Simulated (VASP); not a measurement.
All values below come from PBE GGA, VASP's PBE PAW potentials (set 64) (plane waves; VASP).

The input files of a VASP run:

### INCAR
```
! general
SYSTEM   =  VSi
PREC     =  Accurate
ENCUT    =  300
LREAL    =  .FALSE.
LASPH    =  .TRUE.   ! aspherical one-centre terms

! electronic loop
EDIFF    =  1E-6   ! SCF stop (eV)
NELM     =  100   ! most electronic steps
ALGO     =  Normal
LMAXMIX  =  4   ! l cut-off of mixed one-centre charges

! smearing
ISMEAR   =  0
SIGMA    =  0.1   ! width (eV)

! functional
GGA      =  PE   ! PBE

! spin
ISPIN    =  2   ! spin-polarised
MAGMOM   =  2.0 2.0 0.0 0.0

! ions
ISIF     =  2   ! forces and stress, cell fixed

! output
LWAVE    =  .FALSE.
LCHARG   =  .FALSE.
LORBIT   =  11
```

### POSCAR
```
VSi
5.0969690
  0.7174860196   0.0000000000   0.0000000000
 -0.3587432060   0.6213612443   0.0000000000
  0.0000000000   0.0000000000   1.0000000000
V Si
2 2
direct
  0.0000000000   0.0000000000   0.0000000000
  0.0000000000   0.0000000000   0.5000000000
  0.3333330000   0.6666670000   0.2500000000
  0.6666670000   0.3333330000   0.7500000000
```

### KPOINTS
```
Automatic mesh
0
Gamma
6 6 4
0 0 0
```

POTCAR, in this order: V_sv Si (PBE.64 set). Program: vasp_std.

What VASP printed:

File OUTCAR:
```
 ion  position               nearest neighbor table
   1  0.000  0.000  0.000-   3 2.47   4 2.47   4 2.47   3 2.47   4 2.47   3 2.47   2 2.55   2 2.55
  LATTYP: Found a hexagonal cell.
 ALAT       =     3.6570040000
 C/A-ratio  =     1.3937553801
 Subroutine PRICEL returns:
 Original cell was already a primitive cell.
 Subroutine GETGRP returns: Found 24 space group operations
The static configuration has the point symmetry D_3d.
 The point group associated with its full space group is D_6h.
The dynamic configuration has the point symmetry D_3d.
The overall configuration has the point symmetry D_3d.
 Subroutine INISYM returns: Found 24 space group operations
 Subroutine IBZKPT returns following result:
 Found     21 irreducible k-points:

 Following reciprocal coordinates:
            Coordinates               Weight
  0.000000  0.000000  0.000000      1.000000
  0.166667  0.000000  0.000000      6.000000
  0.333333  0.000000  0.000000      6.000000
  0.500000  0.000000  0.000000      3.000000
  0.166667  0.166667  0.000000      6.000000
  0.333333  0.166667  0.000000     12.000000
  0.333333  0.333333  0.000000      2.000000
...
```

OSZICAR:
```
       N       E                     dE             d eps       ncg     rms          rms(c)
DAV:   1     0.247441219814E+03    0.24744E+03   -0.14226E+04  2244   0.103E+03
DAV:   2    -0.196672159518E+02   -0.26711E+03   -0.25898E+03  2049   0.375E+02
DAV:   3    -0.320927891133E+02   -0.12426E+02   -0.11913E+02  2584   0.778E+01
DAV:   4    -0.323258607430E+02   -0.23307E+00   -0.23278E+00  2135   0.973E+00
DAV:   5    -0.323294749032E+02   -0.36142E-02   -0.36134E-02  2492   0.126E+00    0.322E+01
DAV:   6    -0.301129375544E+02    0.22165E+01   -0.59977E+01  2248   0.579E+01    0.125E+01
DAV:   7    -0.288350534206E+02    0.12779E+01   -0.20366E+01  2215   0.349E+01    0.881E+00
DAV:   8    -0.285488503648E+02    0.28620E+00   -0.15259E+00  2226   0.951E+00    0.250E+00
DAV:   9    -0.285512687436E+02   -0.24184E-02   -0.11462E-01  2415   0.228E+00    0.117E+00
DAV:  10    -0.285513500190E+02   -0.81275E-04   -0.25655E-03  2173   0.410E-01    0.423E-01
DAV:  11    -0.285505817393E+02    0.76828E-03   -0.11956E-02  2350   0.857E-01    0.178E-01
DAV:  12    -0.285504802807E+02    0.10146E-03   -0.83527E-04  2286   0.227E-01    0.583E-02
DAV:  13    -0.285504796587E+02    0.62199E-06   -0.71754E-05  2518   0.606E-02    0.249E-02
DAV:  14    -0.285504825880E+02   -0.29293E-05   -0.52967E-06  1916   0.206E-02    0.595E-03
DAV:  15    -0.285504824779E+02    0.11009E-06   -0.66613E-07  1141   0.693E-03
   1 F= -.28550482E+02 E0= -.28542962E+02  d E =-.150416E-01  mag=     0.0001
```

**OUTCAR**
```
------------------------ aborting loop because EDIFF is reached ----------------------------------------
  FORCE on cell =-STRESS in cart. coord.  units (eV):
  Direction    XX          YY          ZZ          XY          YZ          ZX
  --------------------------------------------------------------------------------------
  Total        0.8863623      0.8863627      8.8383314     -0.0000003      0.0000000     -0.0000000
  in kB       24.0562705     24.0562801    239.8762674     -0.0000076      0.0000000     -0.0000000
  external PRESSURE =      95.9962726 kB  Pullay stress =       0.0000000 kB
  volume of cell :       59.03
      direct lattice vectors                 reciprocal lattice vectors
     3.657004000  0.000000000  0.000000000     0.273447882  0.157875263  0.000000000
    -1.828503000  3.167059000  0.000000000     0.000000000  0.315750354  0.000000000
     0.000000000  0.000000000  5.096969000     0.000000000  0.000000000  0.196195033
 POSITION                                       TOTAL-FORCE (eV/Angst)
 -----------------------------------------------------------------------------------
      0.00000      0.00000      0.00000        -0.000000      0.000000      0.000000
      0.00000      0.00000      2.54848        -0.000000      0.000000      0.000000
     -0.00000      2.11137      1.27424         0.000000     -0.000000      0.000000
      1.82850      1.05569      3.82273        -0.000000      0.000000     -0.000000
 -----------------------------------------------------------------------------------
    total drift:                                0.000000     -0.000000     -0.000000
  FREE ENERGIE OF THE ION-ELECTRON SYSTEM (eV)
  ---------------------------------------------------
  free  energy   TOTEN  =       -28.5504824779 eV

  energy  without entropy=      -28.5354408871  energy(sigma->0) =      -28.54296168

 total charge

# of ion       s       p       d       tot
------------------------------------------
    1        2.304   6.255   3.107  11.667
    2        2.304   6.255   3.107  11.667
    3        0.797   0.947   0.000   1.744
    4        0.797   0.947   0.000   1.744
--------------------------------------------------
tot          6.203  14.405   6.214  26.822

 magnetization (x)

# of ion       s       p       d       tot
------------------------------------------
    1        0.000   0.000   0.000   0.000
    2        0.000   0.000   0.000   0.000
    3       -0.000  -0.000   0.000  -0.000
    4       -0.000  -0.000   0.000  -0.000
--------------------------------------------------
tot          0.000  -0.000   0.000   0.000
```
(Selected blocks of OUTCAR.)

### OUTCAR
```
 val. band max:        8.5107862080   @ k =   0.1667   0.1667   0.5000

 cond. band min:       8.5633100794   @ k =   0.1667   0.0000   0.5000


 Fermi energy:         8.5563446930

 spin component 1

 k-point     1 :       0.0000    0.0000    0.0000
  band No.  band energies     occupation
      1     -55.3970      1.00000
      2     -55.2941      1.00000
      3     -29.4340      1.00000
      4     -29.3552      1.00000
      5     -29.3552      1.00000
      6     -29.2682      1.00000
      7     -29.2682      1.00000
      8     -28.7088      1.00000
      9      -1.8442      1.00000
     10       2.8991      1.00000
     11       3.9011      1.00000
     12       5.9648      1.00000
     13       5.9648      1.00000
     14       6.9134      1.00000
     15       7.7515      1.00000
     16       7.7515      1.00000
     17       8.4269      0.96639
     18       8.4269      0.96639
     19      10.6533      0.00000
     20      10.6533      0.00000
     21      11.7817      0.00000
     22      11.7817      0.00000
     23      13.1676      0.00000

 k-point     2 :       0.1667    0.0000    0.0000
  band No.  band energies     occupation
      1     -55.3963      1.00000
      2     -55.2936      1.00000
      3     -29.4316      1.00000
      4     -29.3643      1.00000
      5     -29.3572      1.00000
      6     -29.2751      1.00000
      7     -29.2698      1.00000
      8     -28.7080      1.00000
      9      -1.4309      1.00000
     10       2.6934      1.00000
     11       4.3354      1.00000
     12       5.9814      1.00000
     13       6.0886      1.00000
     14       6.8115      1.00000
     15       7.3871      1.00000
     16       7.6438      1.00000
     17       8.0286      1.00000
     18       8.6643      0.06347
     19      10.5492      0.00000
     20      10.6327      0.00000
     21      10.7787      0.00000
     22      11.3477      0.00000
     23      12.8918      0.00000
...
```

At this cut-off the stress carries a Pulay error, which pulls relaxed volumes low.

The structure was generated: VSi was put into an ordered model structure, which need not be its known phase. The cell was not relaxed at this level, and its volume differs by -5.9 % from the start's. The k-mesh is coarse (spacing up to 0.33 per Å, 2π included), so the numbers may not be converged in it.
